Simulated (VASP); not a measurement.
Input for VASP

INCAR:
```
SYSTEM = Ca
PREC = Accurate
ENCUT = 400
EDIFF = 1E-6
NELM = 100
ALGO = Normal
LREAL = .FALSE.
LASPH = .TRUE.
ISMEAR = 1
SIGMA = 0.1
GGA = PE
LWAVE = .FALSE.
LCHARG = .FALSE.
ISIF = 2
ICHARG = 11
```

**KPOINTS**
```
Automatic mesh
0
Gamma
8 8 8
0 0 0
```

### POSCAR
```
Ca
1
    0.0000000000     2.8458000000     2.8458000000
    2.8458000000     0.0000000000     2.8458000000
    2.8458000000     2.8458000000     0.0000000000
Ca
1
Direct
  0.0000000000   0.0000000000   0.0000000000
```

POTCAR, in this order: Ca_sv (PBE.64 set). Program: vasp_std.

What VASP printed:

### standard output
```
 POSCAR found type information on POSCAR Ca
 POSCAR found :  1 types and       1 ions
 Reading from existing POTCAR
 Reading from existing POTCAR
 LDA part: xc-table for (Slater+PW92), standard interpolation
 WARNING: stress and forces are not correct
 POSCAR, INCAR and KPOINTS ok, starting setup
 WAVECAR not read
 WARNING: CHGCAR is incomplete

 -----------------------------------------------------------------------------
|                                                                             |
|     EEEEEEE  RRRRRR   RRRRRR   OOOOOOO  RRRRRR      ###     ###     ###     |
|     E        R     R  R     R  O     O  R     R     ###     ###     ###     |
|     E        R     R  R     R  O     O  R     R     ###     ###     ###     |
|     EEEEE    RRRRRR   RRRRRR   O     O  RRRRRR       #       #       #      |
|     E        R   R    R   R    O     O  R   R                               |
|     E        R    R   R    R   O     O  R    R      ###     ###     ###     |
|     EEEEEEE  R     R  R     R  OOOOOOO  R     R     ###     ###     ###     |
|                                                                             |
|     ICHARG>10                                                               |
|                                                                             |
|       ---->  I REFUSE TO CONTINUE WITH THIS SICK JOB ... BYE!!! <----       |
|                                                                             |
 -----------------------------------------------------------------------------
```

Question: Read the log: what went wrong, and how is it fixed?

Answer: The cause: ICHARG = 11 asks for a fixed density, but there is no CHGCAR. VASP stops with an error: ERROR: charge density could not be read from file CHGCAR for ICHARG>10 ----> I REFUSE TO CONTINUE WITH THIS SICK JOB ... BYE!!! <---- To mend it, run self-consistently first and keep its CHGCAR, or remove ICHARG. The plain static run on this cell (PBE GGA, plane waves, VASP's PBE PAW potentials (set 64)) converges, and its OSZICAR ends with
```
   1 F= -.19122393E+01 E0= -.19116368E+01  d E =-.180770E-02
```

The compound is Ca in the fcc structure. The cell was not relaxed at this level.
